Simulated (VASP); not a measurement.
An input for Quantum ESPRESSO's pw.x (written as the equivalent of a VASP run, and not itself run):

```
&CONTROL
  calculation = 'scf'
  pseudo_dir = './pseudo'
  outdir = './out'
  tprnfor = .true.
  tstress = .true.
/
&SYSTEM
  ibrav = 0
  nat = 2
  ntyp = 2
  ecutwfc = 82
  occupations = 'smearing'
  smearing = 'methfessel-paxton'
  degauss = 0.00735
  input_dft = 'pbe'
/
&ELECTRONS
  conv_thr = 7.3e-08
  electron_maxstep = 100
/
ATOMIC_SPECIES
  Nb 92.906 Nb.upf
  C 12.011 C.upf
CELL_PARAMETERS angstrom
     0.0000000    2.2540450    2.2540450
     2.2540450    0.0000000    2.2540450
     2.2540450    2.2540450    0.0000000
ATOMIC_POSITIONS crystal
  Nb   0.0000000  0.0000000  0.0000000
  C    0.5000000  0.5000000  0.5000000
K_POINTS automatic
  13 13 13 0 0 0
```

**Question.** Translate this input to VASP (INCAR, KPOINTS, POSCAR, choice of POTCAR).

**Answer.** This is not unique; one that fits is 
File KPOINTS:
```
Automatic mesh
0
Gamma
13 13 13
0 0 0
```

**POSCAR**
```
NbC
1
    0.0000000000     2.2540450000     2.2540450000
    2.2540450000     0.0000000000     2.2540450000
    2.2540450000     2.2540450000     0.0000000000
Nb C
1 1
Direct
  0.0000000000   0.0000000000   0.0000000000
  0.5000000000   0.5000000000   0.5000000000
```

### INCAR
```
LCHARG = F
LWAVE = F
SYSTEM = NbC
EDIFF = 1E-6
ALGO = Normal   # blocked Davidson
ISMEAR = 1   # Methfessel-Paxton
GGA = PE   # PBE
LASPH = T   # aspherical one-centre terms
ISIF = 2   # forces and stress, cell fixed
PREC = Accurate
LMAXMIX = 4   # l cut-off of mixed one-centre charges
ENCUT = 400   # plane-wave cut-off (eV)
SIGMA = 0.1   # width (eV)
NELM = 100
LREAL = F
```

POTCAR, in this order: Nb_sv C (PBE.64 set). Program: vasp_std.

What does not carry over: the potentials are each code's own (VASP's PAW set, PseudoDojo norm-conserving files in pw.x), so ENCUT and ecutwfc are chosen apart and not converted; conv_thr bounds pw.x's estimated SCF error, while EDIFF bounds the energy change between steps.

The structure comes from a computed database's NbC entry; how it stands against other phases isn't given here. The cell was not relaxed at this level.
